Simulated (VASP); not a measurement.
# CsSi3 (P-3m1) in VASP: further runs

Aim: see how the results for CsSi3 move with the level of theory and the settings. Levels: HSE(alpha, omega). Tasks: single point.

Everything below comes from runs of VASP 6.6.1. Logs are shortened: lines on timing, memory, paths and dates and some standing lists are left out, and cuts for length are marked.

### 1 Starting point

Symmetry: P-3m1, No. 164, trigonal system. Conventional cell: a = 4.079 Å, b = 4.079 Å, c = 7.552 Å, α = 90.00°, β = 90.00°, γ = 120.00°. Cs (site symmetry -3m) is surrounded by 8 Si at 3.78 Å and 6 Cs at 4.08 Å. Around Si (site symmetry -3m) lie 6 Si at 2.49 Å. Around Si (site symmetry 3m) lie 3 Si at 2.49 Å.

The cell was built by a generator and needn't be a form met in nature.

### 2 Single point, HSE(alpha, omega)

Contents of POSCAR:

```
CsSi3
1.0
    4.0788500000      0.0000000000      0.0000000000
   -2.0394200000      3.5323900000      0.0000000000
    0.0000000000      0.0000000000      7.5518000000
Cs Si
1 3
Direct
    0.0000000000      0.0000000000      0.5000000000
    0.0000000000      0.0000000000      0.0000000000
    0.3333300000      0.6666700000      0.1090400000
    0.6666700000      0.3333300000      0.8909600000
```

Contents of INCAR.step1:

```
SYSTEM = CsSi3
ALGO = Normal ; EDIFF = 1E-5
ENCUT = 520 ; GGA = PE
ISIF = 2 ; ISMEAR = -1
LASPH = .True. ; LREAL = .False.
LWAVE = .True. ; NELM = 100
PREC = Accurate ; SIGMA = 0.05
```

Contents of INCAR.step2:

```
SYSTEM = CsSi3
AEXX = 0.05 ; ALGO = Normal
EDIFF = 1E-6 ; ENCUT = 520
GGA = PE ; HFSCREEN = 0.2
ISIF = 2 ; ISMEAR = -1
ISTART = 1 ; LASPH = .True.
LCHARG = .False. ; LHFCALC = .True.
LREAL = .False. ; LWAVE = .False.
NELM = 100 ; PREC = Accurate
PRECFOCK = Fast ; SIGMA = 0.05
```

Contents of KPOINTS:

```
k-points
0
Gamma
  4 4 2
  0 0 0
```

Potentials or basis: VASP PAW PBE potentials, release 64 (Cs_sv, Si).

Started as:

```sh
cat potpaw_PBE.64/Cs_sv/POTCAR potpaw_PBE.64/Si/POTCAR > POTCAR
cp INCAR.step1 INCAR
mpirun -np 1 vasp_std > vasp.out
cp INCAR.step2 INCAR
mpirun -np 1 vasp_std > vasp.out
```

OUTCAR:

```text
SYSTEM = CsSi3
   AEXX = 0.05
   EDIFF = 1E-6
   ENCUT = 520
   GGA = PE
   HFSCREEN = 0.2
   ISIF = 2
   ISMEAR = -1
   ISTART = 1
   LASPH = .True.
   LHFCALC = .True.
   LREAL = .False.
   NELM = 100
   PREC = Accurate
   PRECFOCK = Fast

 ion  position               nearest neighbor table
   1  0.000  0.000  0.500-
   2  0.000  0.000  0.000-   3 2.49   4 2.49   3 2.49   4 2.49   4 2.49   3 2.49
   3  0.333  0.667  0.109-   2 2.49   2 2.49   2 2.49   4 2.87   4 2.87   4 2.87
   4  0.667  0.333  0.891-   2 2.49   2 2.49   2 2.49   3 2.87   3 2.87   3 2.87

  LATTYP: Found a hexagonal cell.
 ALAT       =     4.0788500000
 C/A-ratio  =     1.8514532282

  Lattice vectors:

 A1 = (   4.0788500000,   0.0000000000,   0.0000000000)
 A2 = (  -2.0394200000,   3.5323900000,   0.0000000000)
 A3 = (   0.0000000000,   0.0000000000,   7.5518000000)

Analysis of symmetry for initial positions (statically):
=====================================================================
 Subroutine PRICEL returns:
 Original cell was already a primitive cell.

 Routine SETGRP: Setting up the symmetry group for a
 hexagonal supercell.

 Subroutine GETGRP returns: Found  4 space group operations
 (whereof  4 operations were pure point group operations)
 out of a pool of 24 trial point group operations.

The static configuration has the point symmetry C_2h.

Analysis of symmetry for dynamics (positions and initial velocities):
=====================================================================
 Subroutine PRICEL returns:
 Original cell was already a primitive cell.

 Routine SETGRP: Setting up the symmetry group for a
 hexagonal supercell.

 Subroutine GETGRP returns: Found  4 space group operations
 (whereof  4 operations were pure point group operations)
 out of a pool of 24 trial point group operations.

The dynamic configuration has the point symmetry C_2h.

 Subroutine INISYM returns: Found  4 space group operations
 (whereof  4 operations are pure point group operations),
 and found     1 'primitive' translations

----------------------------------------------------------------------------------------

                                     Primitive cell

  volume of cell :     108.8070

  direct lattice vectors                    reciprocal lattice vectors
     4.078850000  0.000000000  0.000000000     0.245167143  0.141546877  0.000000000
    -2.039420000  3.532390000  0.000000000     0.000000000  0.283094449  0.000000000
     0.000000000  0.000000000  7.551800000     0.000000000  0.000000000  0.132418761

  length of vectors
     4.078850000  4.078849476  7.551800000     0.283094412  0.283094449  0.132418761

  position of ions in fractional coordinates (direct lattice)
     0.000000000  0.000000000  0.500000000
     0.000000000  0.000000000  0.000000000
     0.333330000  0.666670000  0.109040000
     0.666670000  0.333330000  0.890960000

  ion indices of the primitive-cell ions
   primitive index   ion index
                 1           1
                 2           2
                 3           3
                 4           4

----------------------------------------------------------------------------------------

 KPOINTS: k-points

Automatic generation of k-mesh.
 Grid dimensions read from file:
 generate k-points for:    4    4    2

 Generating k-lattice:

  Cartesian coordinates                     Fractional coordinates (reciprocal lattice)
     0.061291786  0.035386719  0.000000000     0.250000000 -0.000000000  0.000000000
     0.000000000  0.070773612  0.000000000     0.000000000  0.250000000  0.000000000
     0.000000000  0.000000000  0.066209381     0.000000000  0.000000000  0.500000000

  Length of vectors
     0.070773603  0.070773612  0.066209381

  Shift w.r.t. Gamma in fractional coordinates (k-lattice)
     0.000000000  0.000000000  0.000000000

 Subroutine IBZKPT returns following result:
 ===========================================

 Found     14 irreducible k-points:

 Following reciprocal coordinates:
            Coordinates               Weight
  0.000000  0.000000  0.000000      1.000000
  0.250000  0.000000  0.000000      4.000000
 -0.250000  0.250000  0.000000      2.000000
  0.500000  0.000000  0.000000      2.000000
  0.500000  0.500000  0.000000      1.000000
  0.250000  0.250000  0.000000      2.000000
 -0.250000  0.500000  0.000000      4.000000
  0.000000  0.000000  0.500000      1.000000
  0.250000  0.000000  0.500000      4.000000
 -0.250000  0.250000  0.500000      2.000000
  0.500000  0.000000  0.500000      2.000000
  0.500000  0.500000  0.500000      1.000000
  0.250000  0.250000  0.500000      2.000000
 -0.250000  0.500000  0.500000      4.000000
   k-points           NKPTS =     14   k-points in BZ     NKDIM =     32   number of bands    NBANDS=     14
   number of dos      NEDOS =    301   number of ions     NIONS =      4
   total plane-waves  NPLWV =  50400
   dimension x,y,z NGX =    30 NGY =   30 NGZ =   56
   dimension x,y,z NGXF=    60 NGYF=   60 NGZF=  112
   ions per type =               1   3
   NGX,Y,Z   is equivalent  to a cutoff of  12.23, 12.23, 12.33 a.u.
   NGXF,Y,Z  is equivalent  to a cutoff of  24.45, 24.45, 24.66 a.u.
 SYSTEM =  CsSi3
   PREC   = accura    normal or accurate (medium, high low for compatibility)
   ISTART =      1    job   : 0-new  1-cont  2-samecut
   ICHARG =      0    charge: 1-file 2-atom 10-const
   ISPIN  =      1    spin polarized calculation?
   LNONCOLLINEAR =      F non collinear calculations
   LSORBIT =      F    spin-orbit coupling
   LASPH  =      T    aspherical Exc in radial PAW
   ENCUT  =  520.0 eV  38.22 Ry    6.18 a.u.   7.58  7.58 14.04*2*pi/ulx,y,z
   NELM   =    100;   NELMIN=  2; NELMDL=  0     # of ELM steps
   EDIFF  = 0.1E-05   stopping-criterion for ELM
   LREAL  =      F    real-space projection
   EDIFFG = 0.1E-04   stopping-criterion for IOM
   NSW    =      0    number of steps for IOM
   IBRION =     -1    ionic relax: 0-MD 1-quasi-New 2-CG
   NFREE  =      0    steps in history (QN), initial steepest desc. (CG)
   ISIF   =      2    stress and relaxation
   ISYM   =      3    0-nonsym 1-usesym 2-fastsym
   POTIM  = 0.5000    time-step for ionic-motion
   TEBEG  =    0.0;   TEEND  =   0.0 temperature during run
   PSTRESS=    0.0 pullay stress
   NELECT =      21.0000    total number of electrons
   NUPDOWN=      -1.0000    fix difference up-down
   EMIN   =  10.00;   EMAX   =-10.00  energy-range for DOS
   EFERMI =   0.00;   METHOD = LEGACY
   ISMEAR =    -1;   SIGMA  =   0.05  broadening in eV -4-tet -1-fermi 0-gaus
   EFERMI_NEDOS =   21; number of points for ismear=-14 and -15
   IALGO  =     38    algorithm
   IMIX   =      1    mixing-type and parameters
     AMIX     =   0.40;   BMIX     =  1.00
     AMIX_MAG =   1.60;   BMIX_MAG =  1.00
  volume/ion in A,a.u.               =      27.20       183.57
  Fermi-wavevector in a.u.,A,eV,Ry     =   0.946082  1.787837 12.178193  0.895072
  Thomas-Fermi vector in A             =   2.074046
   LORBIT       =      0    0 simple, 1 ext, 2 COOP (PROOUT), +10 PAW based schemes
   GGA     = PE    functional components
   LHFCALC =     T    Hartree Fock is set to
   PRECFOCK=fast      Normal, Fast or Accurate (Low or Medium for compatibility)
   ENCUT4O =  -1.0   cutoff for four orbital integrals eV
   NKREDX  =     1    reduce k-point grid by
   NKREDY  =     1    reduce k-point grid by
   NKREDZ  =     1    reduce k-point grid by
   AEXX    =    0.0500 exact exchange contribution
   HFSCREEN=    0.2000 screening length (either q_TF or 0.3 A-1)
   HFSCREENC=   0.2000 screening length for correlation (either q_TF or 0.3 A-1)
   ENCUTFOCK=  -1.0 apply spherical cutoff to Coloumb kernel
   IVDW    =     0    specifies the selected vdW correction
   LEPSILON=     F    determine dielectric tensor
   LRPA    =     F    only Hartree local field effects (RPA)
 non-spin polarized calculation
  energy-cutoff  :      520.00
  volume of cell :      108.81
 maximum number of plane-waves:      2948
  NGX = 18; NGY = 18; NGZ = 36

 number of electron      21.0000001 magnetization

 Free energy of the ion-electron system (eV)
  ---------------------------------------------------
  ext. energy  EPLUGINS =         0.00000000
  ---------------------------------------------------
  free energy    TOTEN  =       -16.34134278 eV

  energy without entropy =      -16.32178831  energy(sigma->0) =      -16.33156555

 E-fermi :   5.1959     XC(G=0):  -8.5522

 val. band max:        5.1463243576   @ k =   0.2500   0.0000   0.0000
 cond. band min:       5.3211297527   @ k =  -0.2500   0.2500   0.5000
 fundamental gap:      0.1748053951
 Fermi energy:         5.1959124658

 k-point     1 :       0.0000    0.0000    0.0000
  band No.  band energies     occupation
      1     -18.6768      2.00000
      2      -7.9479      2.00000
      3      -5.5203      2.00000
      4      -4.7363      2.00000
      5      -4.7363      2.00000
      6      -1.4424      2.00000
      7       2.4252      2.00000
      8       2.5417      2.00000
      9       2.5419      2.00000
     10       3.3967      2.00000
     11       3.3969      2.00000
     12       4.6286      1.99998
     13       5.8105      0.00001
     14       6.3794      0.00000

 k-point     2 :       0.2500    0.0000    0.0000
  band No.  band energies     occupation
      1     -18.5957      2.00000
      2      -7.2377      2.00000
      3      -5.4441      2.00000
      4      -5.3120      2.00000
      5      -4.8921      2.00000
      6      -1.8895      2.00000
      7      -0.6017      2.00000
      8       0.9800      2.00000
      9       2.1425      2.00000
     10       3.4101      2.00000
[... 192 lines left out ...]
 k-point    14 :      -0.2500    0.5000    0.5000
  band No.  band energies     occupation
      1     -18.5119      2.00000
      2      -5.9887      2.00000
      3      -5.8470      2.00000
      4      -5.3318      2.00000
      5      -4.8400      2.00000
      6      -3.0082      2.00000
      7      -2.9989      2.00000
      8       0.6776      2.00000
      9       2.6877      2.00000
     10       3.0733      2.00000
     11       5.3663      0.06410
     12       5.8982      0.00000
     13       6.5779      0.00000
     14       7.3376      0.00000

------------------------ aborting loop because EDIFF is reached ----------------------------------------

  FORCE on cell =-STRESS in cart. coord.  units (eV):
  Direction    XX          YY          ZZ          XY          YZ          ZX
  --------------------------------------------------------------------------------------
  -------------------------------------------------------------------------------------
  Total       -0.5123837     -0.5127459      1.5208005     -0.0003138     -0.0000112      0.0000193
  in kB       -7.5448228     -7.5501564     22.3937052     -0.0046213     -0.0001643      0.0002846
  external PRESSURE =       2.4329087 kB  Pullay stress =       0.0000000 kB

 VOLUME and BASIS-vectors are now :
 -----------------------------------------------------------------------------
  energy-cutoff  :      520.00
  volume of cell :      108.81
      direct lattice vectors                 reciprocal lattice vectors
     4.078850000  0.000000000  0.000000000     0.245167143  0.141546877  0.000000000
    -2.039420000  3.532390000  0.000000000     0.000000000  0.283094449  0.000000000
     0.000000000  0.000000000  7.551800000     0.000000000  0.000000000  0.132418761

 POSITION                                       TOTAL-FORCE (eV/Angst)
 -----------------------------------------------------------------------------------
      0.00000      0.00000      3.77590        -0.000000      0.000000      0.000000
      0.00000      0.00000      0.00000        -0.000000      0.000000      0.000000
     -0.00002      2.35494      0.82345         0.000045     -0.000026      0.545131
      2.03945      1.17745      6.72835        -0.000045      0.000026     -0.545131
 -----------------------------------------------------------------------------------
    total drift:                               -0.000002     -0.000004     -0.000003

  FREE ENERGIE OF THE ION-ELECTRON SYSTEM (eV)
  ---------------------------------------------------
  free  energy   TOTEN  =       -16.3413427849 eV

  energy  without entropy=      -16.3217883109  energy(sigma->0) =      -16.33156555
```

It took 7.4 min on 1 thread of AMD EPYC 7R13 (Zen 3), shared host; peak memory 0.29 GiB.

Results:

- Free energy: -16.3413 eV
- Pressure: 0.2 GPa
- Largest force: 0.545 eV/Å
- Band gap on the k mesh: none (metal or under the smearing width)

Forces in eV/Å, atoms in the order of the input:
```
Cs   0.000  0.000  0.000
Si   0.000  0.000  0.000
Si   0.000  0.000  0.545
Si   0.000  0.000 -0.545
```

Caveat: the k mesh is coarse (spacing up to 0.44 Å⁻¹), so the values aren't converged, least of all with exact exchange; the PAW data sets were made with another functional, which shifts forces and pressure a little.

### 3 Single point, HSE(alpha, omega)

POSCAR is that of step 2.

INCAR.step1 is that of step 2.

Edit INCAR.step2 of step 2 so:

```diff
@@ -1,3 +1,3 @@
 SYSTEM = CsSi3
-AEXX = 0.05 ; ALGO = Normal
+AEXX = 0.1 ; ALGO = Normal
 EDIFF = 1E-6 ; ENCUT = 520
```

KPOINTS is that of step 2.

Potentials or basis: VASP PAW PBE potentials, release 64 (Cs_sv, Si).

Started as:

```sh
cat potpaw_PBE.64/Cs_sv/POTCAR potpaw_PBE.64/Si/POTCAR > POTCAR
cp INCAR.step1 INCAR
mpirun -np 1 vasp_std > vasp.out
cp INCAR.step2 INCAR
mpirun -np 1 vasp_std > vasp.out
```

Run time: 7.1 min. Hardware: 1 thread of AMD EPYC 7R13 (Zen 3), shared host; peak memory 0.29 GiB.

The run converged. Its results:

* Free energy: -16.7890 eV
* Pressure: 0.1 GPa
* Largest force: 0.533 eV/Å
* Band gap on the k mesh: none (metal or under the smearing width)

Forces in eV/Å, atoms in the order of the input:
```
Cs   0.000  0.000  0.000
Si   0.000  0.000  0.000
Si   0.000  0.000  0.533
Si   0.000  0.000 -0.533
```

Stress tensor (GPa, compression positive):
```
-0.98  0.00  0.00
 0.00 -0.98  0.00
 0.00  0.00  2.17
```

Levels at points of the mesh, in eV from the Fermi level:
```
           k point  band 9  band 10  band 11  band 12  band 13  band 14
(0.00, 0.00, 0.00)   -2.73    -1.85    -1.85    -0.58     0.65     1.24
(0.50, 0.00, 0.00)   -3.67    -2.27    -0.37     0.32     0.90     2.74
(0.50, 0.50, 0.00)   -3.67    -2.27    -0.37     0.32     0.90     2.74
(0.00, 0.00, 0.50)   -1.91    -1.83    -1.83    -0.23    -0.19     0.51
(0.50, 0.00, 0.50)   -4.19    -1.93    -1.27     0.95     1.23     2.66
(0.50, 0.50, 0.50)   -4.19    -1.93    -1.27     0.95     1.23     2.66
```

Caveat: the k mesh is coarse (spacing up to 0.44 Å⁻¹), so the values aren't converged, least of all with exact exchange; the PAW data sets were made with another functional, which shifts forces and pressure a little. The run has no spin-orbit coupling, so splittings on Cs are missing.
